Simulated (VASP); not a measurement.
Given:

```yaml
crystal:
  lattice:
    - [0.00000, 1.98390, 1.98390]
    - [1.98390, 0.00000, 1.98390]
    - [1.98390, 1.98390, 0.00000]
  atoms:
    - { symbol: Pd, position: [0.00000, 0.00000, 0.00000] }
```

Method: PBE GGA, VASP's PBE PAW potentials (set 64) (plane waves; VASP). Run with 400 eV cut-off, 14×14×14 Γ-centred mesh, first-order Methfessel-Paxton smearing of 0.10 eV, potentials Pd.

**Question.** Give the stress tensor in GPa (positive for a compressed cell).

**Answer.** 
```
-3.53   0.00   0.00
 0.00  -3.53   0.00
 0.00   0.00  -3.53
```
The pressure is its mean diagonal, -3.53 GPa.

The compound is Pd in the fcc structure. The cell was not relaxed at this level.
